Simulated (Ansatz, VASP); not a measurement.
**W2NO2: VASP beside Ansatz**

One calculation is typed for both programs; each brings its own data sets. How far apart do they land? Of the first pair: The structure shown is the start of the Ansatz relaxation below; VASP solves that cell, so the two are compared at the walk's first step.

Program: Ansatz 0.2.0. Level of theory: plane waves, with VASP 6.6.1 beside it; single point at LDA. Results are calculated unless marked as measured.

## (1) Starting point

The cell holds 10 atoms: 2 N, 4 W and 4 O. Cell: a = 3.137 Å, b = 5.433 Å, c = 32.600 Å, α = 90.0°, β = 90.0°, γ = 90.0°. It derives from W2NO2. Vacuum lies along c.

## (2) Ansatz: relaxation, LDA

Ansatz runs on its PAW soft_1 files.

The two programs are compared at the cell with which this relaxation starts, whose forces are those of its first step.

File input.yaml:

```yaml
crystal:
  lattice:
    - [3.1366917155, 0.0, 0.0]
    - [0.0, 5.4329094189, 0.0]
    - [0.0, 0.0, 32.6]
  atoms:
    - { symbol: "N", position: [0.5, 0.5083391538, 0.3133522826] }
    - { symbol: "N", position: [0.0, -0.0083391538, 0.3001446499] }
    - { symbol: W, position: [0.0, 0.3156589017, 0.3385516608] }
    - { symbol: W, position: [0.5, 0.851007765, 0.3378948596] }
    - { symbol: W, position: [0.5, 0.1843410983, 0.2749452717] }
    - { symbol: W, position: [1.0, 0.648992235, 0.275602073] }
    - { symbol: O, position: [0.5, 0.1656166545, 0.3728033571] }
    - { symbol: O, position: [1.0, 0.6677166788, 0.3660901301] }
    - { symbol: O, position: [0.0, 0.3343833455, 0.2406935755] }
    - { symbol: O, position: [0.5, 0.8322833212, 0.2474068025] }
  periodic: [true, true, false]
kpoints:
  mp_grid: { grid: [12, 8, 1] }
hamiltonian:
  xc: lda
  pseudopotentials: { kind: paw, azcp: { folder: soft_1 }, xc_functional: pbe }
scf:
  occupations: { method: methfessel_paxton, width: 0.2 }
output:
  forces: true
  stress: true
  eigenvalues: true
  write_density: true
  write_potential: true
  elf: true
  volumetric_format: npy
relax:
  adjacent_minimum: "off"
  f_tol: 0.002
  max_steps: 120
  cell: { stress_2d_tol: 0.005 }
```

Launch:

```bash
> ansatz run input.yaml --threads 4 --pin off --max-ram 16384MiB --backend cpu --events-out ev --progress --plain --runs-dir out
```

Numbers of over 12 decimals in the logs are rounded to 6 here.

Log:

```text
Engine: ansatz 0.2.0, aarch64-unknown-linux-gnu
Pseudopotentials: kind: paw
Pseudopotential: N, paw, valence charge 5, recommended cutoff 420 eV (normal), soft_1/N.paw.azcp
Pseudopotential: W, paw, valence charge 14, recommended cutoff 420 eV (normal), soft_1/W.paw.azcp
Pseudopotential: O, paw, valence charge 6, recommended cutoff 420 eV (normal), soft_1/O.paw.azcp
Functional definition: SPW92
  exchange = slater_x
  correlation = pw_c
Crystal: 10 atoms, lattice volume = 555.548 Å³
Basis set: ecut = 420 eV, 10877 PW (Γ)
Bands: 55, of which v1, the nominal top of the filled ones, is band 45 counted from 1 (44 counted from 0)
Symmetry: 4 space group operations
Space group: P21/m (ITA 11), of the structure as read, at distance tolerance 8.2e-5 Å
k-points: 35 of 96
Non-local potential: N, projectors of the file, l = 0: 2, l = 1: 2, l = 2: 1
Non-local potential: W, projectors of the file, l = 0: 3, l = 1: 2, l = 2: 2, l = 3: 1
Non-local potential: O, projectors of the file, l = 0: 2, l = 1: 2, l = 2: 1
PAW form: soft (Blöchl's): semilocal exchange-correlation on the pseudo side does not see the compensation charge
PAW frozen core: N, regenerated for the run's functional, and the local potential with it (the file was generated under x = pbe(κ = 0.804, μ = 0.219515), c = pbe(β = 0.066725))
PAW frozen core: W, regenerated for the run's functional, and the local potential with it (the file was generated under x = pbe(κ = 0.804, μ = 0.219515), c = pbe(β = 0.066725))
PAW frozen core: O, regenerated for the run's functional, and the local potential with it (the file was generated under x = pbe(κ = 0.804, μ = 0.219515), c = pbe(β = 0.066725))
PAW one-centre angular grid: N, 110 points (default); XC on 64 Gauss nodes
PAW one-centre angular grid: W, 590 points (default); XC on 64 Gauss nodes
PAW one-centre angular grid: O, 110 points (default); XC on 64 Gauss nodes
Initial density: superposition of atomic densities (neutral atoms: chi_scale 0, normalization atom)
Initial wavefunctions: pseudopotential atomic-orbital guess
Functional: x = slater, c = lda
SCF iter   1: F=—  HF=-43500.453730 eV  |F-HF|=—  |Δ(HF+E_count)|=         —  Δρ=7.24e-2  dr2=3.20e1  ethr=3.10e-3  ⟨swp⟩=11.3  Hψ=13141  notcnv=0
preconditioner: auto → LDOS  [metal: Δε(μ)=0.069 eV  Ē_g=11.690 eV  σ=0.200 eV  W_gap=0.29  n_scr=60 (ndim 8)  ℏωp=12.0 eV  f_vac=0.778  D(μ)=3.29/eV (n_scr^D=10)  β→1.0]
SCF iter   2: F=—  HF=-43498.784604 eV  |F-HF|=—  |Δ(HF+E_count)|=    1.67e0  S|Δr|=    0.00e0  Δρ=8.31e-2  dr2=3.24e1  ethr=3.10e-3  ⟨swp⟩=6.1  Hψ=7938  notcnv=0  defer=92
SCF iter   3: F=—  HF=-43491.940354 eV  |F-HF|=—  |Δ(HF+E_count)|=    6.84e0  S|Δr|=    0.00e0  Δρ=8.83e-3  dr2=4.63e-1  ethr=3.10e-3  ⟨swp⟩=5.5  Hψ=6227  notcnv=0  defer=91
SCF iter   4: F=—  HF=-43491.866525 eV  |F-HF|=—  |Δ(HF+E_count)|=   7.38e-2  S|Δr|=    0.00e0  Δρ=2.79e-3  dr2=7.47e-2  ethr=5.14e-4  ⟨swp⟩=3.4  Hψ=4675  notcnv=0  defer=92
SCF iter   5: F=—  HF=-43491.857944 eV  |F-HF|=—  |Δ(HF+E_count)|=   8.58e-3  S|Δr|=    0.00e0  Δρ=1.07e-3  dr2=7.92e-3  ethr=8.29e-5  ⟨swp⟩=3.2  Hψ=3921  notcnv=0  defer=92
SCF iter   6: F=—  HF=-43491.857157 eV  |F-HF|=—  |Δ(HF+E_count)|=   7.86e-4  S|Δr|=    0.00e0  Δρ=3.71e-4  dr2=1.36e-3  ethr=8.80e-6  ⟨swp⟩=3.3  Hψ=4100  notcnv=0  defer=92
SCF iter   7: F=—  HF=-43491.857115 eV  |F-HF|=—  |Δ(HF+E_count)|=   4.19e-5  S|Δr|=    0.00e0  Δρ=1.09e-4  dr2=8.54e-5  ethr=1.51e-6  ⟨swp⟩=3.5  Hψ=4017  notcnv=0  defer=92
SCF iter   8: F=—  HF=-43491.856970 eV  |F-HF|=—  |Δ(HF+E_count)|=   1.45e-4  S|Δr|=    0.00e0  Δρ=2.94e-5  dr2=6.89e-6  ethr=9.49e-8  ⟨swp⟩=3.2  Hψ=4219  notcnv=0  defer=92
SCF iter   9: F=—  HF=-43491.856974 eV  |F-HF|=—  |Δ(HF+E_count)|=   3.88e-6  S|Δr|=    0.00e0  Δρ=8.17e-6  dr2=4.31e-7  ethr=7.66e-9  ⟨swp⟩=3.8  Hψ=4732  notcnv=0  defer=92
iter 10 did not close the SCF: its close was put off until two iterations running show no level that it waits for move by more than its bar (scf_convergence_deferred on its scf_iter line)
SCF iter  10: F=-43491.856974 eV  HF=-43491.856974 eV  |F-HF|=3.24e-8  |Δ(HF+E_count)|=   3.25e-7  S|Δr|=    0.00e0  Δρ=1.79e-6  dr2=1.23e-8  ethr=1.11e-10  ⟨swp⟩=34.2  Hψ=27925  notcnv=0
iter 11 did not close the SCF: its close was put off until two iterations running show no level that it waits for move by more than its bar (scf_convergence_deferred on its scf_iter line)
SCF iter  11: F=-43491.856974 eV  HF=-43491.856974 eV  |F-HF|=4.44e-9  |Δ(HF+E_count)|=   3.24e-8  S|Δr|=    0.00e0  Δρ=5.91e-7  dr2=1.54e-9  ethr=1.37e-11  ⟨swp⟩=12.9  Hψ=19029  notcnv=0
SCF iter  12: F=-43491.856974 eV  HF=-43491.856974 eV  |F-HF|=6.98e-10  |Δ(HF+E_count)|=   4.42e-9  S|Δr|=    0.00e0  Δρ=1.52e-7  dr2=6.16e-11  ethr=1.71e-12  ⟨swp⟩=10.8  Hψ=16900  notcnv=0
SCF 1 converged in 12 iterations: F = -43491.856974 eV  dr2 = 6.16e-11
[...]
SCF 28 converged in 10 iterations: F = -43493.086886 eV  dr2 = 2.24e-14
relax step  28: F+E_penalty+E_count = -43493.08688640 eV  Δ(F+E_penalty+E_count) = +3.345e-6 eV  max|allowed force component| = 7.451e-4 eV/Å  Δτ_max = 0.0000 Å  P = +0.000 N/m  Ω = 470.922 Å³  fix = [c, alpha, beta]  reactions: c +0.000 N/m; alpha -0.000 N/m/rad  stress off target by 9.87e-4 N/m on what of the cell is left free  SCF on the basis re-selected at this cell (its energy is not comparable with the rows above)  (10 SCF iters)
basis re-selected at this cell: Δ(F+E_penalty+E_count) = +3.345e-6 eV, ΔP = -0.000 N/m vs the last step (what re-selecting the basis moved, of the pressure what is left beyond the Pulay correction that the steps carried, after the strain that the cell walked since its last selection, with what the two solves' SCF thresholds leave and, on support functions, any second-order correction that the steps lacked; it is no m [...]
WARN: The output density's exchange-correlation potential varies sharply where the density is thin. Do not read a vacuum level from v_tot or v_xc, or from such a field of the output density. On a cell that repeats whose density bears no net charge and no dipole along the vacuum's axis use v_es (v_loc + v_h of the components); under efield.dipole_correction with no amplitude use v_es + v_field, which holds any externa [...]
SCF converged after 10 iterations
Stability not checked: this state was not tested for a lower state beside it, because cold or Methfessel-Paxton smearing, or corrected tetrahedra, fill the levels in a way that the test cannot read (fill_not_monotonic; see scf.lower_state_search)
Free energy (F): -43493.086886 eV
Harris-Foulkes:  -43493.086886 eV  (|F-HF|=1.31e-10)
Internal energy: -43493.094522 eV  (E = F + TS)
E sigma→0 (E₀):  -43493.088795 eV
Entropy (-TS):   0.007636 eV (0.764 meV/atom)
Fermi energy:    -6.536758 eV
Step filling:    the computed levels leave a gap of 0.0205 eV = 0.1 smearing widths at the electron count; against every level under it full and every level over it empty, smearing changes F+E_penalty+E_count by +1.350 meV and its σ→0 estimate by -0.559 meV
--- Per-component energies (eV) ---
  E_band       = -2597.488103
  E_kinetic    = 2629.621500
  E_local      = -315551.436567  (includes V_loc(G=0)·N_el)
  E_nonlocal   = 211.729344
  E_hartree    = 156219.934489
  E_xc         = -1464.561431
  E_vxc        = -1440.278552  (∫ρ·V_xc dr)
  E_paw        = -34141.502262  (= ΣΔE_a)
  E_vpaw       = -886.998300  (= ΣTr[D̂ρ^β])
  E_aug_tail   = 0.005453  (compensation charges beyond the density's cutoff)
  E_ewald      = 148601.434180
  E_core_change = 1.680771  (= ΣΔE_core)
  E_smearing   = 0.007636  (= −TS)
  E_closure    = -0.000000  (closes the sum)
  Σ components = -43493.086886   (vs F -43493.086886, Δ=0.00e0)
--- Forces (eV/Å), atoms counted from 1 ---
  atom   1  N      0.00000000    -0.00037937     0.00014852
  atom   2  N      0.00000000     0.00037937    -0.00014852
  atom   3  W      0.00000000     0.00023642     0.00035673
  atom   4  W      0.00000000    -0.00009683     0.00074514
  atom   5  W      0.00000000    -0.00023642    -0.00035673
  atom   6  W      0.00000000     0.00009683    -0.00074514
  atom   7  O      0.00000000     0.00002706    -0.00024850
  atom   8  O      0.00000000    -0.00008068    -0.00019028
  atom   9  O      0.00000000    -0.00002706     0.00024850
  atom  10  O      0.00000000     0.00008068     0.00019028
  max |Σ_I F_I| component: 1.08e-19 eV/Å
--- 2D stress c σ (N/m, compression-positive) ---
        0.000987      -0.000000      -0.000000
       -0.000000      -0.000233       0.000000
       -0.000000       0.000000       0.000000
  P = ½ c Tr σ = 0.0004 N/m
--- Band table (eV; the first three rows and the last of 35) ---
  k-point 0: bands = [... 41 lower, -7.9235, -7.8925, -7.7633, -6.8608, -6.5498, -6.4031, -5.2483, -5.0416, ... 6 higher]
  k-point 1: bands = [... 41 lower, -7.9248, -7.8747, -7.8593, -6.8657, -6.7261, -6.3698, -5.3806, -4.9860, ... 6 higher]
  k-point 2: bands = [... 41 lower, -8.1547, -7.8925, -7.8317, -7.0680, -6.9478, -6.3569, -5.6232, -4.8922, ... 6 higher]
  k-point 34: bands = [... 41 lower, -9.0980, -7.6927, -7.6927, -4.7304, -4.7304, -4.0953, -4.0953, -3.7402, ... 6 higher]
--- Relaxed structure (25 steps of the walk, 24 accepted, 3 SCFs on fresh bases) ---
  F+E_penalty+E_count = -43493.08688640 eV   max|allowed force component| = 7.451e-4 eV/Å   (the final SCF, on the basis selected at the relaxed cell)
  cell:  # Å, volume = 470.9222 Å³
    - [2.884778, 0, 0]
    - [0, 5.007478, 0]
    - [0, 0, 32.6]
  atoms:
    - { symbol: N, position: [0.5, 0.491015, 0.311737] }
    - { symbol: N, position: [0, 0.00898522, 0.301760] }
    - { symbol: W, position: [0, 0.282113, 0.351444] }
    - { symbol: W, position: [0.5, 0.865574, 0.345176] }
    - { symbol: W, position: [0.5, 0.217887, 0.262053] }
    - { symbol: W, position: [1.0, 0.634426, 0.268321] }
    - { symbol: O, position: [0.5, 0.162013, 0.390401] }
    - { symbol: O, position: [1.0, 0.658228, 0.376393] }
    - { symbol: O, position: [0, 0.337987, 0.223096] }
    - { symbol: O, position: [0.5, 0.841772, 0.237104] }
```

(Part 1 of 2 ends here.)

[Lines on the potential files, build, host, timing and source positions are cut from VASP's logs without a mark.]

[Logs are printed without paths, hosts, clocks, repeated set-up lines and the standing remarks that a program may print on its own settings, such as how far it seeks lower states.]

[Hosts, paths, dates, database ids (printed as entryN), source tags and the programs' standing remarks are cut or masked in the printed files.]
